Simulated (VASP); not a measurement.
OSZICAR of a VASP run on Ge (diamond):

File OSZICAR:
```
       N       E                     dE             d eps       ncg     rms          rms(c)
DAV:   1     0.140044258465E+03    0.14004E+03   -0.15410E+04  1062   0.440E+03
DAV:   2    -0.102935803807E+02   -0.15034E+03   -0.14750E+03  1052   0.534E+02
DAV:   3    -0.297106643028E+02   -0.19417E+02   -0.19288E+02  1166   0.146E+02
DAV:   4    -0.302653393251E+02   -0.55468E+00   -0.55398E+00  1200   0.287E+01
DAV:   5    -0.302745144706E+02   -0.91751E-02   -0.91748E-02  1132   0.377E+00    0.384E+00
DAV:   6    -0.276063526190E+02    0.26682E+01   -0.34201E-01  1276   0.113E+01    0.222E+00
DAV:   7    -0.280510923418E+02   -0.44474E+00   -0.44972E-01  1334   0.102E+01    0.378E-01
DAV:   8    -0.276014639089E+02    0.44963E+00   -0.10703E-01  1288   0.549E+00    0.150E-01
DAV:   9    -0.275097487080E+02    0.91715E-01   -0.92355E-02  1044   0.251E+00    0.727E-02
DAV:  10    -0.275193885175E+02   -0.96398E-02   -0.33933E-02  1044   0.207E+00    0.506E-02
DAV:  11    -0.276004967633E+02   -0.81108E-01   -0.28276E-02  1044   0.106E+00    0.354E-02
DAV:  12    -0.276011460566E+02   -0.64929E-03   -0.67518E-04  1094   0.286E-01    0.266E-02
DAV:  13    -0.276013944995E+02   -0.24844E-03   -0.89663E-05  1096   0.108E-01    0.203E-02
DAV:  14    -0.276014041248E+02   -0.96253E-05   -0.19601E-04  1292   0.250E-01    0.863E-03
DAV:  15    -0.276015262831E+02   -0.12216E-03   -0.51342E-05  1044   0.734E-02    0.479E-03
DAV:  16    -0.276015260315E+02    0.25169E-06   -0.35853E-07   834   0.623E-03
   1 F= -.25041548E+02 E0= -.25041548E+02  d E =-.250415E+02
```

Task: Which electronic solver shows in the log?

Result: It is blocked Davidson (ALGO = Normal, or the opening steps of other solvers). The INCAR had ALGO = Normal.

Task: Can the final energy be trusted as converged?

Result: The calculation finished and met its thresholds. It stopped with EDIFF = 1E-6, NELM = 100, NSW = 40 and EDIFFG = -0.02 after 1 ionic step (r2SCAN meta-GGA, plane waves, VASP's PBE PAW potentials (set 64)).

The compound is Ge in the diamond structure. It was relaxed first under an external pressure of 10 GPa.
